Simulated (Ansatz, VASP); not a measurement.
# Cross-check of Pb (Pb(110)) between VASP and Ansatz, part 2 of 2

Wanted: the spread between two codes on one cell, functional and k mesh.

VASP 6.6.1 and Ansatz 0.2.0.

So far: Set-up; VASP: single point, PBE.

## (3) Ansatz: single point, PBE

Level of this step: Ansatz beside VASP: Kohn-Sham DFT, plane waves, PBE (Ansatz).

Ansatz runs on its default PAW (the set named soft_2) files.

The same cell, functional, mesh and smearing now go to Ansatz, which takes its cutoff from its data sets.

File input.yaml:

```yaml
crystal:
  lattice:
    - [5.0298795346, 0.0, 0.0]
    - [0.0, 3.5566619275, 0.0]
    - [0.0, 0.0, 29.2266477099]
  atoms:
    - { symbol: Pb, position: [0.0, 0.0, 0.2634300988] }
    - { symbol: Pb, position: [0.5, 0.5, 0.3139413257] }
    - { symbol: Pb, position: [0.0, 0.0, 0.3771599665] }
    - { symbol: Pb, position: [0.5, 0.5, 0.4366571021] }
    - { symbol: Pb, position: [0.0, 0.0, 0.5] }
    - { symbol: Pb, position: [0.5, 0.5, 0.5633428979] }
    - { symbol: Pb, position: [0.0, 0.0, 0.6228400335] }
    - { symbol: Pb, position: [0.5, 0.5, 0.6860586743] }
    - { symbol: Pb, position: [0.0, 0.0, 0.7365699012] }
hamiltonian:
  xc: pbe
  pseudopotentials: { kind: paw }
kpoints:
  mp_grid: { grid: [6, 9, 1] }
scf:
  occupations: { method: methfessel_paxton, width: 0.15 }
  n_extra_bands: 6
efield:
  axis: 3
  dipole_correction: true
  ramp_width: 0.04
output:
  forces: true
  eigenvalues: true
  write_density: true
  write_potential: true
  elf: true
  volumetric_format: npy
```

On the command line:

```
$ ansatz run input.yaml --threads 4 --pin off --max-ram 9216MiB --backend cpu --events-out ev --progress --plain --runs-dir out
```

Numbers of over 12 decimals in the logs are rounded to 6 here.

Log:

```text
scf.n_extra_bands = 6 over 63 filled bands (N_el = 126.0): the run solves 69 bands
Engine: ansatz 0.2.0, aarch64-unknown-linux-gnu
Pseudopotentials: kind: paw
Pseudopotential: Pb, paw, valence charge 14, recommended cutoff 420 eV (normal), Pb.paw.azcp
Functional definition: PBE
  parameter kappa = 0.804
  parameter beta = 0.066725
  exchange = pbe_x(kappa = kappa, mu = beta*pi^2/3)
  correlation = pbe_c(beta = beta)
Crystal: 9 atoms, lattice volume = 522.852 Å³
Basis set: ecut = 420 eV, 10191 PW (Γ), exchange–correlation on 72×48×400 points (8 copies of the dense FFT grid, shifted against one another)
Bands: 69, of which v1, the nominal top of the filled ones, is band 63 counted from 1 (62 counted from 0)
Symmetry: 4 space group operations
k-points: 20 of 54
Non-local potential: Pb, projectors of the file, l = 0: 2, l = 1: 2, l = 2: 2, l = 3: 2
PAW form: soft (Blöchl's): semilocal exchange-correlation on the pseudo side does not see the compensation charge
PAW one-centre angular grid: Pb, 590 points (default); XC on 64 Gauss nodes
Initial density: superposition of atomic densities (neutral atoms: chi_scale 0, normalization atom), corrected by the library's trained network
Initial wavefunctions: pseudopotential atomic-orbital guess
Functional: x = pbe(κ = 0.804, μ = 0.219515), c = pbe(β = 0.066725)
SCF iter   1: F=—  HF=-107156.948926 eV  |F-HF|=—  |Δ(HF+E_count)|=         —  Δρ=1.31e-3  dr2=9.29e-2  ethr=1.77e-3  p=-0.000 e·Å  D=-1.46e-14 V/Å  ΔV_dip=0.00 eV  dr2_dipole=1.06e-7  V_vac-E_F(+/−)=3.64/3.64 eV  ⟨swp⟩=6.3  Hψ=5379  notcnv=0
efield: sawtooth ramp at fractional position 0.9800 (placed from the atoms, in the widest stretch of the axis that holds none; the zero of the levels goes with the place), width 0.0400; the density the first Hamiltonian is built on has a dipole p = -0.000 e·Å; the dipole correction subtracts the counter field D = -1.46e-14 V/Å, which shifts the + side's vacuum level by +0.00 eV against the − side's; the planar-averaged density in the ramp window peaks in size at 2.9e-5 e/Å³
preconditioner: auto → LDOS  [metal: Δε(μ)=0.019 eV  Ē_g=14.780 eV  σ=0.150 eV  W_gap=0.11  n_scr=76 (ndim 8)  ℏωp=18.2 eV  f_vac=0.420  D(μ)=7.38/eV (n_scr^D=32)  β→1.0]
SCF iter   2: F=—  HF=-107156.946750 eV  |F-HF|=—  |Δ(HF+E_count)|=   2.18e-3  S|Δr|=    0.00e0  Δρ=5.30e-4  dr2=2.55e-3  ethr=7.37e-5  p=0.000 e·Å  D=1.33e-5 V/Å  ΔV_dip=-0.00 eV  dr2_dipole=7.37e-8  V_vac-E_F(+/−)=3.70/3.70 eV  ⟨swp⟩=2.0  Hψ=1951  notcnv=0  defer=1
SCF iter   3: F=—  HF=-107156.947369 eV  |F-HF|=—  |Δ(HF+E_count)|=   6.19e-4  S|Δr|=    0.00e0  Δρ=3.68e-4  dr2=2.20e-3  ethr=2.03e-6  p=0.000 e·Å  D=1.21e-6 V/Å  ΔV_dip=-0.00 eV  dr2_dipole=7.25e-11  V_vac-E_F(+/−)=3.72/3.72 eV  ⟨swp⟩=2.1  Hψ=2648  notcnv=0  defer=1
SCF iter   4: F=—  HF=-107156.947047 eV  |F-HF|=—  |Δ(HF+E_count)|=   3.21e-4  S|Δr|=    0.00e0  Δρ=7.17e-5  dr2=6.64e-5  ethr=1.75e-6  p=0.000 e·Å  D=5.41e-7 V/Å  ΔV_dip=-0.00 eV  dr2_dipole=4.78e-11  V_vac-E_F(+/−)=3.72/3.72 eV  ⟨swp⟩=2.0  Hψ=2579  notcnv=0  defer=1
SCF iter   5: F=—  HF=-107156.946984 eV  |F-HF|=—  |Δ(HF+E_count)|=   6.29e-5  S|Δr|=    0.00e0  Δρ=2.13e-5  dr2=9.09e-6  ethr=5.27e-8  p=-0.000 e·Å  D=-1.75e-7 V/Å  ΔV_dip=0.00 eV  dr2_dipole=1.08e-10  V_vac-E_F(+/−)=3.72/3.72 eV  ⟨swp⟩=2.0  Hψ=2544  notcnv=0  defer=1
SCF iter   6: F=—  HF=-107156.946984 eV  |F-HF|=—  |Δ(HF+E_count)|=   3.64e-7  S|Δr|=    0.00e0  Δρ=9.45e-6  dr2=1.40e-6  ethr=7.22e-9  p=-0.000 e·Å  D=-1.07e-7 V/Å  ΔV_dip=0.00 eV  dr2_dipole=1.83e-11  V_vac-E_F(+/−)=3.72/3.72 eV  ⟨swp⟩=3.0  Hψ=2805  notcnv=0  defer=1
SCF iter   7: F=—  HF=-107156.946984 eV  |F-HF|=—  |Δ(HF+E_count)|=   1.02e-7  S|Δr|=    0.00e0  Δρ=3.45e-6  dr2=1.13e-7  ethr=1.11e-9  p=-0.000 e·Å  D=-8.53e-9 V/Å  ΔV_dip=0.00 eV  dr2_dipole=2.01e-13  V_vac-E_F(+/−)=3.72/3.72 eV  ⟨swp⟩=2.2  Hψ=2623  notcnv=0  defer=1
SCF iter   8: F=-107156.946984 eV  HF=-107156.946984 eV  |F-HF|=1.78e-8  |Δ(HF+E_count)|=   3.35e-8  S|Δr|=    0.00e0  Δρ=1.33e-6  dr2=2.61e-8  ethr=7.94e-11  p=-0.000 e·Å  D=-1.26e-10 V/Å  ΔV_dip=0.00 eV  dr2_dipole=5.13e-15  V_vac-E_F(+/−)=3.72/3.72 eV  ⟨swp⟩=14.9  Hψ=12479  notcnv=0
SCF 1 converged in 8 iterations: F = -107156.946984 eV  dr2 = 2.61e-8
  greatest PAW one-centre occupation: 0.979 electrons in one spin orbital (limit 2), on the Pb atom at site 4 (counted from 0), in its partial waves of l = 2
WARN: The output density's exchange-correlation potential varies sharply where the density is thin. Do not read a vacuum level from v_tot or v_xc, or from such a field of the output density. On a cell that repeats whose density bears no net charge and no dipole along the vacuum's axis use v_es (v_loc + v_h of the components); under efield.dipole_correction with no amplitude use v_es + v_field, which holds any externa [...]
SCF converged after 8 iterations
Stability not checked: this state was not tested for a lower state beside it, because cold or Methfessel-Paxton smearing, or corrected tetrahedra, fill the levels in a way that the test cannot read (fill_not_monotonic; see scf.lower_state_search)
Free energy (F): -107156.946984 eV
Harris-Foulkes:  -107156.946984 eV  (|F-HF|=1.78e-8)
Internal energy: -107156.937915 eV  (E = F + TS)
E sigma→0 (E₀):  -107156.944717 eV
Entropy (-TS):   -0.009068 eV (-1.008 meV/atom)
Fermi energy:    3.951167 eV
Step filling:    the computed levels leave a gap of 0.0222 eV = 0.1 smearing widths at the electron count; against every level under it full and every level over it empty, smearing changes F+E_penalty+E_count by -2.996 meV and its σ→0 estimate by -0.729 meV
Dipole field:    D = -0.000000 V/Å  (p = -0.000000 e·Å, saw-weighted, corrected)
Work function:   Φ+ = 3.7223 eV   Φ− = 3.7223 eV
Levels:          The Fermi level and band energies are counted from a zero that moves with the ramp; work functions are not
--- Per-component energies (eV) ---
  E_band       = -1208.901081
  E_kinetic    = 2594.531100
  E_local      = -91257.179160  (includes V_loc(G=0)·N_el)
  E_nonlocal   = 3145.681666
  E_hartree    = 44254.064588
  E_xc         = -1983.345186
  E_vxc        = -1187.411349  (∫ρ·V_xc dr)
  E_paw        = -93649.977121  (= ΣΔE_a)
  E_vpaw       = -3012.619247  (= ΣTr[D̂ρ^β])
  E_aug_tail   = 0.000449  (compensation charges beyond the density's cutoff)
  E_efield     = 0.000000  (sawtooth field / dipole correction)
  E_vefield    = 0.000000  (∫n·V_field dr)
  E_ewald      = 29739.285748
  E_smearing   = -0.009068  (= −TS)
  E_closure    = 0.000000  (closes the sum)
  Σ components = -107156.946984   (vs F -107156.946984, Δ=0.00e0)
--- Forces (eV/Å), atoms counted from 1 ---
  atom   1  Pb     0.00000000     0.00000000     0.01214604
  atom   2  Pb     0.00000000     0.00000000     0.02084022
  atom   3  Pb     0.00000000     0.00000000    -0.00274791
  atom   4  Pb     0.00000000     0.00000000     0.00968960
  atom   5  Pb     0.00000000     0.00000000     0.00000003
  atom   6  Pb     0.00000000     0.00000000    -0.00968964
  atom   7  Pb     0.00000000     0.00000000     0.00274809
  atom   8  Pb     0.00000000     0.00000000    -0.02084036
  atom   9  Pb     0.00000000     0.00000000    -0.01214611
  max |Σ_I F_I| component: 4.86e-8 eV/Å
--- Band table (eV; the first three rows and the last of 20) ---
  k-point 0: bands = [... 59 lower, 3.0483, 3.1272, 3.4795, 4.4873, 4.5273, 4.9981, 5.5459, 6.0778, ... 2 higher]
  k-point 1: bands = [... 59 lower, 3.2077, 3.2219, 3.4968, 4.6207, 4.6235, 4.9250, 5.0092, 5.2254, ... 2 higher]
  k-point 2: bands = [... 59 lower, 3.0557, 3.2016, 3.2795, 3.6720, 3.9406, 4.4097, 4.8439, 4.9960, ... 2 higher]
  k-point 19: bands = [... 59 lower, 1.3140, 2.0554, 2.0784, 2.8416, 2.8814, 2.8936, 3.8028, 3.9870, ... 2 higher]
```

It took 28 s on 4 threads of Arm Neoverse V1, shared host; peak memory 1.3 GiB; 1.8 min of CPU time.

## (4) Differences

Known differences besides the potentials themselves: the data sets hold 126 valence electrons in Ansatz (default PAW (the set named soft_2) files) and 36 in VASP; the cutoff is 420 eV in Ansatz and 320 eV in VASP (PREC = Normal); VASP leaves aspherical gradient terms in its spheres out (LASPH is not set), Ansatz keeps them. Total energies have different zeros and are not compared.

Both answers:

```csv
quantity,Ansatz,VASP,difference
"work function, lower of the two faces (eV)",3.72,3.72,0.00
"work function, higher of the two faces (eV)",3.72,3.72,0.00
```

At this near-relaxed geometry the largest component of a force difference is 16 meV/Å. VASP's log warns that it found no field-free region in the vacuum, so its work functions are uncertain.

## (5) What came out

```json
{
  "difference in work function, lower of the two faces (single point, PBE)": "-0.0021 eV"
}
```

The difference in work function, lower of the two faces is -0.0021 eV (single point, PBE). Such differences can come from data sets, numerical settings and the points named under the comparisons, not from the functional's error against experiment.

[Lines on the potential files, build, host, timing and source positions are cut from VASP's logs without a mark.]

[Logs are printed without paths, hosts, clocks, repeated set-up lines and the standing remarks that a program may print on its own settings, such as how far it seeks lower states.]

[Hosts, paths, dates, database ids (printed as entryN), source tags and the programs' standing remarks are cut or masked in the printed files.]
